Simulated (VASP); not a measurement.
Computed with r2SCAN meta-GGA, VASP's PBE PAW potentials (set 64) (plane waves; VASP 6.6.1).

Input for VASP

**INCAR**
```
SYSTEM = GePt
PREC = Accurate; ENCUT = 400; LREAL = .False.
LASPH = .True.
EDIFF = 1E-7; NELM = 100; ALGO = Normal
LMAXMIX = 6; LMIXTAU = .True.
ISMEAR = -5
METAGGA = R2SCAN
ISIF = 2
LWAVE = .False.; LCHARG = .False.; LORBIT = 11
NEDOS = 601
```

File POSCAR:
```
GePt
1
    5.7577783319    -0.0000000000     0.0000000000
    0.0000000000     3.7252958307     0.0000000000
    0.0000000000     0.0000000000     6.1163994917
Pt Ge
4 4
Direct
  0.4976339148   0.2500000000   0.6930256645
  0.9976339148   0.2500000000   0.8069743355
  0.5023660852   0.7500000000   0.3069743355
  0.0023660852   0.7500000000   0.1930256645
  0.6867081322   0.2500000000   0.0879507845
  0.1867081322   0.2500000000   0.4120492155
  0.3132918678   0.7500000000   0.9120492155
  0.8132918678   0.7500000000   0.5879507845
```

### KPOINTS_OPT
```
k-points along high-symmetry lines
5
Line-mode
Reciprocal
  0.000000   0.000000   0.000000 ! GAMMA
  0.500000   0.000000   0.000000 ! X

  0.500000   0.000000   0.000000 ! X
  0.500000   0.500000   0.000000 ! S

  0.500000   0.500000   0.000000 ! S
  0.000000   0.500000   0.000000 ! Y

  0.000000   0.500000   0.000000 ! Y
  0.000000   0.000000   0.000000 ! GAMMA

  0.000000   0.000000   0.000000 ! GAMMA
  0.000000   0.000000   0.500000 ! Z

  0.000000   0.000000   0.500000 ! Z
  0.500000   0.000000   0.500000 ! U

  0.500000   0.000000   0.500000 ! U
  0.500000   0.500000   0.500000 ! R

  0.500000   0.500000   0.500000 ! R
  0.000000   0.500000   0.500000 ! T

  0.000000   0.500000   0.500000 ! T
  0.000000   0.000000   0.500000 ! Z

  0.500000   0.000000   0.000000 ! X
  0.500000   0.000000   0.500000 ! U

  0.000000   0.500000   0.000000 ! Y
  0.000000   0.500000   0.500000 ! T

  0.500000   0.500000   0.000000 ! S
  0.500000   0.500000   0.500000 ! R
```

**KPOINTS**
```
Automatic
0
Gamma
  6 9 6
0 0 0
```

POTCAR, in this order: Pt Ge_d (PBE.64 set). Program: vasp_std.

The run wrote:

### OUTCAR
```
 ion  position               nearest neighbor table
   1  0.498  0.250  0.693-   6 2.48   7 2.53   7 2.53   5 2.65   8 2.68   8 2.68   2 2.96   2 2.96
                             3 3.01   3 3.01
   2  0.998  0.250  0.807-   5 2.48   8 2.53   8 2.53   6 2.65   7 2.68   7 2.68   1 2.96   1 2.96
                             4 3.01   4 3.01
   3  0.502  0.750  0.307-   8 2.48   5 2.53   5 2.53   7 2.65   6 2.68   6 2.68   4 2.96   4 2.96
                             1 3.01   1 3.01
   4  0.002  0.750  0.193-   7 2.48   6 2.53   6 2.53   8 2.65   5 2.68   5 2.68   3 2.96   3 2.96
                             2 3.01   2 3.01
   5  0.687  0.250  0.088-   2 2.48   3 2.53   3 2.53   1 2.65   4 2.68   4 2.68
   6  0.187  0.250  0.412-   1 2.48   4 2.53   4 2.53   2 2.65   3 2.68   3 2.68
   7  0.313  0.750  0.912-   4 2.48   1 2.53   1 2.53   3 2.65   2 2.68   2 2.68
   8  0.813  0.750  0.588-   3 2.48   2 2.53   2 2.53   4 2.65   1 2.68   1 2.68
  LATTYP: Found a simple orthorhombic cell.
 ALAT       =     3.7252958307
 B/A-ratio  =     1.5455895568
 C/A-ratio  =     1.6418560484
 Subroutine PRICEL returns:
 Original cell was already a primitive cell.
 Subroutine GETGRP returns: Found  8 space group operations
The static configuration has the point symmetry S_2 .
 The point group associated with its full space group is D_2h.
The dynamic configuration has the point symmetry S_2 .
 Subroutine INISYM returns: Found  8 space group operations
 Subroutine IBZKPT returns following result:
 Found     80 irreducible k-points:

 Following reciprocal coordinates:
            Coordinates               Weight
  0.000000  0.000000  0.000000      1.000000
  0.166667  0.000000  0.000000      2.000000
  0.333333  0.000000  0.000000      2.000000
  0.500000  0.000000  0.000000      1.000000
  0.000000  0.111111  0.000000      2.000000
  0.166667  0.111111  0.000000      4.000000
  0.333333  0.111111  0.000000      4.000000
  0.500000  0.111111  0.000000      2.000000
  0.000000  0.222222  0.000000      2.000000
  0.166667  0.222222  0.000000      4.000000
  0.333333  0.222222  0.000000      4.000000
...
```

OSZICAR:
```
       N       E                     dE             d eps       ncg     rms          rms(c)
DAV:   1     0.903367406979E+03    0.90337E+03   -0.36933E+04 12288   0.386E+03
DAV:   2    -0.711712965950E+02   -0.97454E+03   -0.93399E+03  9120   0.103E+03
DAV:   3    -0.269034242273E+03   -0.19786E+03   -0.18570E+03  9836   0.231E+02
DAV:   4    -0.283991421568E+03   -0.14957E+02   -0.14586E+02 10868   0.743E+01
DAV:   5    -0.284448515191E+03   -0.45709E+00   -0.45603E+00 10213   0.132E+01    0.221E+01
DAV:   6    -0.270371288073E+03    0.14077E+02   -0.13695E+01  9787   0.206E+01    0.107E+01
DAV:   7    -0.264813310124E+03    0.55580E+01   -0.13578E+00 10434   0.736E+00    0.544E+00
DAV:   8    -0.265271936957E+03   -0.45863E+00   -0.74830E-01 10189   0.410E+00    0.198E+00
DAV:   9    -0.264773828259E+03    0.49811E+00   -0.53700E-01  9357   0.377E+00    0.361E-01
DAV:  10    -0.265281412193E+03   -0.50758E+00   -0.16134E-01  9299   0.178E+00    0.244E-01
DAV:  11    -0.265261693704E+03    0.19718E-01   -0.93005E-02  9644   0.135E+00    0.405E-01
DAV:  12    -0.265303581008E+03   -0.41887E-01   -0.11421E-02  9618   0.496E-01    0.240E-01
DAV:  13    -0.265312297602E+03   -0.87166E-02   -0.61270E-03 10241   0.319E-01    0.942E-02
DAV:  14    -0.265312384904E+03   -0.87301E-04   -0.10247E-03  9389   0.157E-01    0.356E-02
DAV:  15    -0.265313106063E+03   -0.72116E-03   -0.10279E-03  9576   0.134E-01    0.249E-02
DAV:  16    -0.265313278557E+03   -0.17249E-03   -0.14614E-04  9376   0.585E-02    0.132E-02
DAV:  17    -0.265313284870E+03   -0.63123E-05   -0.16878E-05 10382   0.226E-02    0.780E-03
DAV:  18    -0.265313300525E+03   -0.15655E-04   -0.56540E-06  9472   0.122E-02    0.334E-03
DAV:  19    -0.265313303427E+03   -0.29024E-05   -0.11267E-06  8445   0.487E-03    0.199E-03
DAV:  20    -0.265313305599E+03   -0.21725E-05   -0.53943E-07  8648   0.430E-03    0.593E-04
DAV:  21    -0.265313306124E+03   -0.52455E-06   -0.93625E-08  5213   0.191E-03    0.182E-04
DAV:  22    -0.265313306289E+03   -0.16547E-06   -0.14580E-08  4806   0.821E-04    0.149E-04
DAV:  23    -0.265313306303E+03   -0.13257E-07   -0.71930E-09  4752   0.535E-04
   1 F= -.26531331E+03 E0= -.26531331E+03  d E =0.000000E+00
       N       E                     dE             ncg
```

### OUTCAR
```
------------------------ aborting loop because EDIFF is reached ----------------------------------------
  FORCE on cell =-STRESS in cart. coord.  units (eV):
  Direction    XX          YY          ZZ          XY          YZ          ZX
  --------------------------------------------------------------------------------------
  Total        0.1988958     -0.1912008     -0.0217400      0.0000000      0.0000000      0.0000000
  in kB        2.4289838     -2.3350105     -0.2654969      0.0000000      0.0000000      0.0000000
  external PRESSURE =      -0.0571745 kB  Pullay stress =       0.0000000 kB
  volume of cell :      131.19
      direct lattice vectors                 reciprocal lattice vectors
     5.757778332  0.000000000  0.000000000     0.173678100  0.000000000  0.000000000
     0.000000000  3.725295831  0.000000000     0.000000000  0.268435057  0.000000000
     0.000000000  0.000000000  6.116399492     0.000000000  0.000000000  0.163494880
 POSITION                                       TOTAL-FORCE (eV/Angst)
 -----------------------------------------------------------------------------------
      2.86527      0.93132      4.23882        -0.003277     -0.000000      0.025132
      5.74415      0.93132      4.93578        -0.003277     -0.000000     -0.025132
      2.89251      2.79397      1.87758         0.003277      0.000000     -0.025132
      0.01362      2.79397      1.18062         0.003277      0.000000      0.025132
      3.95391      0.93132      0.53794        -0.014712     -0.000000     -0.006070
      1.07502      0.93132      2.52026        -0.014712     -0.000000      0.006070
      1.80387      2.79397      5.57846         0.014712      0.000000      0.006070
      4.68275      2.79397      3.59614         0.014712     -0.000000     -0.006070
 -----------------------------------------------------------------------------------
    total drift:                                0.000000      0.000000     -0.000000
  FREE ENERGIE OF THE ION-ELECTRON SYSTEM (eV)
  ---------------------------------------------------
  free  energy   TOTEN  =      -265.3133063027 eV

  energy  without entropy=     -265.3133063027  energy(sigma->0) =     -265.31330630

 total charge

# of ion       s       p       d       tot
------------------------------------------
    1        0.655   0.623   8.163   9.441
    2        0.655   0.623   8.163   9.441
    3        0.655   0.623   8.163   9.441
    4        0.655   0.623   8.163   9.441
    5        1.102   1.150  10.096  12.349
    6        1.102   1.150  10.096  12.349
    7        1.102   1.150  10.096  12.349
    8        1.102   1.150  10.096  12.349
--------------------------------------------------
tot          7.028   7.094  73.036  87.159
```
(Selected blocks of OUTCAR.)

For a metal the tetrahedron method with Blöchl corrections gives inexact stress and forces.

The structure was generated: GePt was put into the MnP type (Pnma), which need not be its known phase. It was relaxed first, which changed the volume by -6 %.
